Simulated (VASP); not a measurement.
Here is the system:

```yaml
crystal:
  lattice:
    - [3.14226, -0.04713, 0.00000]
    - [-0.04713, 3.14226, 0.00000]
    - [0.00000, 0.00000, 3.14226]
  atoms:
    - { symbol: Sc, position: [0.50000, 0.50000, 0.50000] }
    - { symbol: Co, position: [0.00000, 0.00000, 0.00000] }
```

Computed with r2SCAN meta-GGA, VASP's PBE PAW potentials (set 64) (plane waves; VASP). Numerical set-up: 480 eV cut-off, 10×10×10 Γ-centred mesh, first-order Methfessel-Paxton smearing of 0.10 eV, potentials Sc_sv Co.

The run has a spin-polarised start.

Q: Give the stress tensor in GPa (positive for a compressed cell).

A: 
```
0.13  1.72  0.00
1.72  0.13  0.00
0.00  0.00  0.07
```
The pressure is its mean diagonal, 0.11 GPa.

The structure comes from a computed database's ScCo entry (Pm-3m); how it stands against other phases isn't given here. This cell was strained or had an atom moved on purpose.
